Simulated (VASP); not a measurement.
Input:

```
CELL_PARAMETERS angstrom
      0.00000     2.22905     2.22905
      2.22905     0.00000     2.22905
      2.22905     2.22905     0.00000
ATOMIC_POSITIONS crystal
  Hf 0.00000 0.00000 0.00000
  C  0.50000 0.50000 0.50000
```

Computed with PBEsol GGA, VASP's PBE PAW potentials (set 64) (plane waves; VASP). Settings: 620 eV cut-off, 14×14×14 Γ-centred mesh, first-order Methfessel-Paxton smearing of 0.10 eV, potentials Hf_pv C.

Unless said otherwise, spin-orbit coupling is left out, though it shifts the bands of the heavy elements here.

Task: Estimate the energy per atom (σ→0), pressure, band gap (on the k-mesh) with the smallest direct gap where there is one.

Result: 
The band gap (on the k-mesh) is none (metal, semimetal or under 0.01 eV), the energy per atom (σ→0) is -11.000 eV/atom and the pressure comes out as 29.99 GPa.

The absolute energy has meaning only against runs of the same code, potentials and settings.

The compound is HfC in the rock salt structure. It was relaxed first under an external pressure of 30 GPa.
